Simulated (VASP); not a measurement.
Consider the following.

```
CELL_PARAMETERS angstrom
     -2.72340     2.72340     2.67000
      2.72340    -2.72340     2.67000
      2.72340     2.72340    -2.67000
ATOMIC_POSITIONS crystal
  K  0.00000 0.00000 0.00000
```

Computed with r2SCAN meta-GGA, VASP's PBE PAW potentials (set 64) (plane waves; VASP). Numerical set-up: 480 eV cut-off, 10×10×10 Γ-centred mesh, first-order Methfessel-Paxton smearing of 0.10 eV, potentials K_sv.

What does the run give for the energy per atom (σ→0), band gap (on the k-mesh) with the smallest direct gap where there is one?

```yaml
band gap (on the k-mesh): none (metal, semimetal or under 0.01 eV)
energy per atom (σ→0): -6.007 eV/atom
```

Total energies compare only between runs with the same potentials, cut-off and functional.

The compound is K in the bcc structure. This cell was strained or had an atom moved on purpose.
